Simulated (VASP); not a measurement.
Output of a VASP run:

### OSZICAR
```
       N       E                     dE             d eps       ncg     rms          rms(c)
DAV:   1     0.148200571497E+02    0.14820E+02   -0.43788E+03   752   0.995E+02
DAV:   2    -0.124473543989E+02   -0.27267E+02   -0.26523E+02  1104   0.115E+02
DAV:   3    -0.128113821392E+02   -0.36403E+00   -0.36403E+00   856   0.179E+01
DAV:   4    -0.128120051732E+02   -0.62303E-03   -0.62303E-03  1136   0.792E-01
DAV:   5    -0.128120054058E+02   -0.23260E-06   -0.23258E-06   872   0.968E-03    0.484E+00
DAV:   6    -0.122821945653E+02    0.52981E+00   -0.15768E+00   768   0.639E+00    0.244E+00
DAV:   7    -0.122138957287E+02    0.68299E-01   -0.20060E-01  1056   0.266E+00    0.901E-01
DAV:   8    -0.122045879355E+02    0.93078E-02   -0.20523E-02   816   0.949E-01    0.108E-01
DAV:   9    -0.122047147977E+02   -0.12686E-03   -0.49336E-04   944   0.186E-01    0.584E-02
DAV:  10    -0.122047795221E+02   -0.64724E-04   -0.13457E-04   784   0.793E-02    0.137E-02
DAV:  11    -0.122047820541E+02   -0.25320E-05   -0.39266E-06  1152   0.173E-02    0.121E-02
DAV:  12    -0.122047817236E+02    0.33052E-06   -0.11977E-06   832   0.678E-03    0.142E-03
DAV:  13    -0.122047817421E+02   -0.18539E-07   -0.23868E-08   376   0.159E-03
   1 F= -.12204782E+02 E0= -.12204782E+02  d E =-.108931E-11
```

OUTCAR:
```
------------------------ aborting loop because EDIFF is reached ----------------------------------------
  FORCE on cell =-STRESS in cart. coord.  units (eV):
  Direction    XX          YY          ZZ          XY          YZ          ZX
  --------------------------------------------------------------------------------------
  Total       -0.0001914     -0.0001914     -0.0001914      0.0000000      0.0000000      0.0000000
  in kB       -0.0112455     -0.0112455     -0.0112455      0.0000000      0.0000000      0.0000000
  external PRESSURE =      -0.0112455 kB  Pullay stress =       0.0000000 kB
  volume of cell :       27.26
      direct lattice vectors                 reciprocal lattice vectors
     0.000000000  2.388803323  2.388803323    -0.209309823  0.209309823  0.209309823
     2.388803323  0.000000000  2.388803323     0.209309823 -0.209309823  0.209309823
     2.388803323  2.388803323  0.000000000     0.209309823  0.209309823 -0.209309823
  FREE ENERGIE OF THE ION-ELECTRON SYSTEM (eV)
  ---------------------------------------------------
  free  energy   TOTEN  =       -12.2047817421 eV

  energy  without entropy=      -12.2047817421  energy(sigma->0) =      -12.20478174
```
(Selected blocks of OUTCAR.)

### POSCAR
```
BAs
1
    0.0000000000     2.3888033235     2.3888033235
    2.3888033235     0.0000000000     2.3888033235
    2.3888033235     2.3888033235     0.0000000000
B As
1 1
Direct
  0.0000000000   0.0000000000   0.0000000000
  0.2500000000   0.2500000000   0.2500000000
```

Q: Write an INCAR and KPOINTS that could have produced this output.

A: One answer among several that fit: the input of the run itself, PBEsol GGA, plane waves, VASP's PBE PAW potentials (set 64).

### KPOINTS
```
kpoints
0
gamma
10 10 10
0 0 0
```

INCAR:
```
EDIFF = 1E-7   ! SCF stop (eV)
ISMEAR = 0   ! Gaussian
GGA = PS   ! PBEsol
LASPH = .TRUE.   ! aspherical one-centre terms
LWAVE = .FALSE.
PREC = Accurate
SYSTEM = BAs
NELM = 100
ISIF = 2
LMAXMIX = 4   ! l cut-off of mixed one-centre charges
LCHARG = .FALSE.
ENCUT = 600
LREAL = .FALSE.
SIGMA = 0.05   ! width (eV)
ALGO = Normal   ! blocked Davidson
```

POTCAR, in this order: B As (PBE.64 set). Program: vasp_std.

The compound is BAs in the zinc blende structure. It was relaxed first.
